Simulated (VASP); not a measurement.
Crystal: Ir.

```
Ir
1.0
     0.00000    1.91560    1.91560
     1.91560    0.00000    1.91560
     1.91560    1.91560    0.00000
Ir
1
Direct
  0.00000 0.00000 0.00000
```

* Program: VASP 6.6.1
* Task: relaxation of cell and atoms
* Functional: r2SCAN
* Potentials or basis: VASP PAW PBE potentials, release 64 (Ir)
* Cutoff: 600 eV
* k mesh: 16 × 16 × 16
* Occupations: methfessel-paxton, width 0.1 eV
* Spin: no spin polarisation

At the start: pressure 6.9 GPa; volume 14.06 Å³/atom.

Problem. Where does the relaxation end?

Solution. Over 4 steps the energy falls by 5.2 meV/atom and the volume is 14.31 Å³/atom (+1.8 %); space group Fm-3m (No. 225, to 0.05 Å).

The path:
```
step  energy change (eV)  largest force (eV/Å)  pressure (GPa)  volume (Å³)
   1              0.0000                0.0000            6.87        14.06
   2              0.0686                0.0000          -21.64        15.32
   3             -0.0052                0.0000           -0.18        14.31
   4             -0.0052                0.0000            0.00        14.31
```

Final structure:
```
Ir
1.0
     0.00000    1.92678    1.92678
     1.92678    0.00000    1.92678
     1.92678    1.92678    0.00000
Ir
1
Cartesian
  0.0000 0.0000 0.0000
```

Caveat: the PAW data sets were made with another functional, which shifts forces and pressure a little.
